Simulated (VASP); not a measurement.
```xyz
8
Lattice="4.2734 0.0000 0.0000 0.0000 4.2734 0.0000 0.0000 0.0000 12.1477" Properties=species:S:1:pos:R:3 pbc="T T T"
Pb     4.2734     0.0000     3.0957
Pb     0.0000     0.0000     9.0520
Pb     2.1367     2.1367     0.0000
Pb     2.1367     2.1367     6.0738
Se     2.1367     2.1367     3.0514
Se     2.1367     2.1367     9.0963
Se     4.2734     0.0000     0.0000
S      4.2734     0.0000     6.0738
```

Method: PBEsol GGA, VASP's PBE PAW potentials (set 64) (plane waves; VASP). Run with 400 eV cut-off, Gaussian smearing of 0.050 eV, potentials Pb_d Se S.

Unless said otherwise, spin-orbit coupling is left out, though it shifts the bands of the heavy elements here.

### Question
Give the energies of bands 34 to 47 at the high-symmetry points, in eV from the valence-band maximum.

### Answer

```tsv
band	Γ	X	M	Z	R	A
34	-2.74	-1.62	-4.38	-3.19	-1.65	-3.81
35	-2.74	-1.57	-3.43	-2.29	-1.64	-3.72
36	-2.04	-1.52	-3.43	-2.29	-1.53	-3.72
37	-2.04	-0.88	-3.42	-2.23	-0.84	-2.48
38	-2.04	-0.77	-3.35	-2.23	-0.56	-2.41
39	-1.77	-0.02	-0.99	-1.36	-0.51	-2.33
40	-1.75	0.00	-0.85	-1.09	-0.45	-2.25
41	2.25	0.12	1.83	2.53	0.78	3.64
42	2.40	0.18	1.84	2.68	0.79	3.71
43	3.55	1.25	3.52	3.75	0.84	3.80
44	4.36	1.33	3.52	3.77	0.87	3.84
45	4.46	1.59	4.46	4.45	1.85	3.84
46	4.60	1.63	4.46	4.51	1.86	3.90
47	4.60	1.69	4.99	4.51	1.92	3.99
```

The gap is direct, 0.12 eV, from the valence maximum at X to the conduction minimum at X.

The structure comes from a computed database's Pb4Se3S entry (P4/mmm); how it stands against other phases isn't given here. It was relaxed first.
